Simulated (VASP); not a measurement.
# A VASP study of MgGaPSe (PBEsol + D3(BJ)): structure first, properties next, part 4 of 8

What structure does MgGaPSe take at this level, and what are its properties? The cell is invented: it takes the structure of a Materials Project entry for ZnGaPS (space group 160 there), with some of its atoms replaced by other elements, volume scaled by an estimate. It may not be a known or stable phase. The atoms of the start are displaced at random from the sites of a R3m cell.

VASP 6.6.1; PBEsol with D3(BJ); plane waves and PAW (Se, Ga_d, P, Mg); invented cell.

So far, gap on the k-mesh (eV): step 2 (rough relaxation of the start cell) 1.52; step 3 (relaxing cell and atoms (PBEsol + D3(BJ))) 1.54.

## Step 6: Total and projected DOS (PBEsol + D3(BJ))

A density of states needs more k-points than a total energy, and tetrahedra (ISMEAR = -5) or a smearing that fits the mesh; LORBIT projects the states on the PAW spheres. The mesh is finer than in the run before.

Contents of INCAR:

```
SYSTEM = MgGaPSe
PREC = Accurate
ENCUT = 400
EDIFF = 1E-06
NELM = 100
ISMEAR = -5
SIGMA = 0.05
LREAL = .FALSE.
ALGO = Normal
GGA = PS
IVDW = 12
NBANDS = 27
LORBIT = 11
LWAVE = .FALSE.
LCHARG = .FALSE.
KPAR = 2
NEDOS = 2001
```

Contents of POSCAR:

```
MgGaPSe
1.0
    3.3957904926     -1.9605671365      0.0002746655
    3.3957904926      1.9605671365      0.0002746655
   -2.2613127420      0.0000000000      6.6937267810
Se Ga P Mg
1 1 1 1
Direct
    0.6164393817      0.6164393817      0.8592685506
    0.4952956285      0.4952956285      0.4928603086
    0.1278096726      0.1278096726      0.3902155306
    0.0021781652      0.0021781652      0.0167696102
```

Contents of KPOINTS:

```
Automatic mesh
0
Gamma
10 10 5
0 0 0
```

Potentials, in the order of the species: Se, Ga_d, P and Mg (PBE family, release 64).

Launch:

```bash
$ mpirun -np 2 vasp_std
```

Output:

```text
[... set-up lines as in an earlier step ...]
 entering main loop
       N       E                     dE             d eps       ncg     rms          rms(c)
DAV:   1     0.150510536705E+03    0.15051E+03   -0.95626E+03  8038   0.917E+02
DAV:   2     0.169283781118E+01   -0.14882E+03   -0.13718E+03  8391   0.270E+02
DAV:   3    -0.175850960793E+02   -0.19278E+02   -0.19017E+02  9615   0.761E+01
DAV:   4    -0.181375630011E+02   -0.55247E+00   -0.55155E+00  9059   0.141E+01
DAV:   5    -0.181471094376E+02   -0.95464E-02   -0.95429E-02  9529   0.178E+00    0.507E+00
DAV:   6    -0.175593858966E+02    0.58772E+00   -0.69088E-01 11692   0.118E+01    0.320E+00
DAV:   7    -0.174753222611E+02    0.84064E-01   -0.31010E-01  8960   0.252E+00    0.129E+00
DAV:   8    -0.174732433690E+02    0.20789E-02   -0.21996E-02  9585   0.133E+00    0.332E-01
DAV:   9    -0.174736400830E+02   -0.39671E-03   -0.26079E-03 10054   0.457E-01    0.138E-01
DAV:  10    -0.174736501816E+02   -0.10099E-04   -0.24191E-04  9316   0.871E-02    0.674E-02
DAV:  11    -0.174737154411E+02   -0.65259E-04   -0.50762E-05  8397   0.410E-02    0.242E-02
DAV:  12    -0.174737215119E+02   -0.60707E-05   -0.73585E-06  9353   0.127E-02    0.854E-03
DAV:  13    -0.174737218852E+02   -0.37335E-06   -0.97618E-07  7525   0.590E-03
   1 F= -.18584753E+02 E0= -.18584753E+02  d E =0.000000E+00
```

Run time: 2.5 min. Hardware: 2 MPI ranks of AMD EPYC 7R43, shared host; peak memory 0.65 GiB.

OUTCAR, selected parts (step 6):

```text
   k-points           NKPTS =    141   k-points in BZ     NKDIM =    141   number of bands    NBANDS=     27

   NELECT =      26.0000    total number of electrons

 E-fermi :   2.8378

 k-point     1 :       0.0000    0.0000    0.0000
  band No.  band energies     occupation
    ...
      9       2.0269      2.00000
     10       2.0274      2.00000
     11       2.6300      2.00000
     12       2.8313      2.00000
     13       2.8319      2.00000
     14       4.3724      0.00000
     15       5.9691      0.00000
     16       7.4784      0.00000
     17       7.4793      0.00000
     18       8.0240      0.00000
    ...

 Edisp (eV)   -1.11103

  Total      -0.01366    -0.01872     0.00069     0.00000     0.00000     0.00200
  in kB      -0.24549    -0.33657     0.01239     0.00000     0.00000     0.03595
  external pressure =       -0.19 kB  Pullay stress =        0.00 kB

 POSITION                                       TOTAL-FORCE (eV/Angst)
 -----------------------------------------------------------------------------------
      2.24352      0.00000      5.75205         0.001274      0.000000     -0.001764
      2.24933      0.00000      3.29934         0.000969      0.000000     -0.002837
     -0.01437      0.00000      2.61207        -0.004233      0.000000     -0.001313
     -0.02313      0.00000      0.11225         0.001990      0.000000      0.005915
 -----------------------------------------------------------------------------------
    total drift:                                0.000621      0.000000      0.000526

  FREE ENERGIE OF THE ION-ELECTRON SYSTEM (eV)
  ---------------------------------------------------
  free  energy   TOTEN  =       -18.5847528242 eV

  energy  without entropy=      -18.5847528242  energy(sigma->0) =      -18.58475282

[... 6 parts as in an earlier step ...]

[... 10 further parts left out ...]
```

This step gave:

* irreducible k-points: 141
* Fermi energy: 2.838 eV
* pressure: -0.01899 GPa

The density of states has structure finer than the step of the table below, so its rows give means over 0.5 eV, whole bins alone (the curve runs from -12.0 to 7.32 eV). Peaks (eV: height): total -9.23: 4.04, -3.12: 3.94, -1.05: 5.64, 5.60: 6.18; Se p -3.80: 0.861, -3.12: 0.855, -2.29: 0.851, -1.05: 1.20; P p -6.05: 0.281, -3.12: 0.376, -1.05: 1.05, 5.60: 0.264; Ga p -2.29: 0.372, 5.04: 0.334, 5.60: 0.693, 6.15: 0.356; Ga s -9.23: 0.169, -6.05: 1.02, 3.02: 0.337.

States under -12.0 eV and over 7.3 eV are left out. Density of states against energy, zero at the valence-band top; means over each step; values in states/eV/cell:

```csv
energy (eV),total,Se p,P p,Ga p,Ga s,P s,Se s
-11.5,0,0,0,0,0,0,0
-11.0,0.0246,1.5e-4,1.3e-5,1.9e-4,0.00361,0.00843,8.8e-4
-10.5,0.700,0.00307,0.00180,0.00898,0.0935,0.246,0.0329
-10.0,0.915,0.00335,0.00443,0.0210,0.101,0.348,0.0304
-9.5,1.45,0.00395,0.00575,0.0529,0.0987,0.622,0.0229
-9.0,0.952,0.00168,0.00184,0.0439,0.0295,0.447,0.00556
-8.5,0,0,0,0,0,0,0
-8.0,0,0,0,0,0,0,0
-7.5,0,0,0,0,0,0,0
-7.0,0,0,0,0,0,0,0
-6.5,0,0,0,0,0,0,0
-6.0,1.41,0.0674,0.151,0.0265,0.519,0.0399,0.0171
-5.5,0.862,0.0566,0.0851,0.0227,0.275,0.0508,0.00710
-5.0,1.04,0.131,0.0766,0.0365,0.224,0.0668,0.00444
-4.5,0.508,0.0796,0.0329,0.0221,0.0876,0.0393,0.00322
-4.0,1.30,0.338,0.0552,0.0412,0.0244,0.0177,0.00558
-3.5,1.63,0.390,0.0997,0.0678,0.0147,0.0163,0.0166
-3.0,2.48,0.540,0.242,0.201,0.0306,0.0170,0.0150
-2.5,2.97,0.725,0.293,0.260,0.0371,0.0182,0.0159
-2.0,2.89,0.632,0.392,0.274,0.0324,0.0143,0.0100
-1.5,2.51,0.591,0.363,0.167,0.0264,0.0113,0.00773
-1.0,4.35,1.01,0.770,0.204,0.0206,0.00883,0.00568
-0.5,1.77,0.410,0.364,0.0913,0.00731,0.00288,0.00142
0.0,0.235,0.0430,0.0614,0.0186,2.8e-4,9.2e-5,5.8e-5
0.5,0,0,0,0,0,0,0
1.0,0,0,0,0,0,0,0
1.5,9.3e-4,4.0e-6,5.7e-5,1.2e-5,2.5e-4,1.7e-4,1.5e-5
2.0,0.297,0.00702,0.0141,0.0161,0.0485,0.0127,0.00734
2.5,1.40,0.0355,0.0834,0.0965,0.196,0.0613,0.0250
3.0,2.19,0.0597,0.175,0.154,0.307,0.0945,0.0311
3.5,1.41,0.0546,0.0959,0.0993,0.131,0.0378,0.0301
4.0,2.03,0.0639,0.119,0.197,0.0713,0.0530,0.0555
4.5,1.70,0.0578,0.0946,0.131,0.0411,0.0264,0.0241
5.0,3.04,0.130,0.169,0.266,0.0884,0.0462,0.0469
5.5,3.49,0.142,0.160,0.385,0.0401,0.0355,0.0342
6.0,2.64,0.111,0.131,0.301,0.0259,0.0213,0.0175
6.5,2.82,0.179,0.131,0.274,0.0278,0.0278,0.0149
7.0,2.28,0.129,0.136,0.206,0.0263,0.0245,0.0157
```

The gap on this mesh is 1.54 eV. In the top eV of the valence band the largest shares in the PAW spheres are Se p 23 %, P p 20 % and Ga p 5 %. The rest lies in smaller channels or between the spheres.

[end of part 4 of 8]

[Lines on the potential files, build, host, timing and source positions are cut from VASP's logs without a mark.]

[Logs are printed without paths, hosts, clocks, repeated set-up lines and the standing remarks that a program may print on its own settings, such as how far it seeks lower states.]

[Hosts, paths, dates, database ids (printed as entryN), source tags and the programs' standing remarks are cut or masked in the printed files.]

[A measured line is paired with the nearest computed mode of its activity, which favours agreement.]

[In band tables of VASP the shares of atoms and orbitals are scaled to a sum of 1 inside the atoms' spheres.]
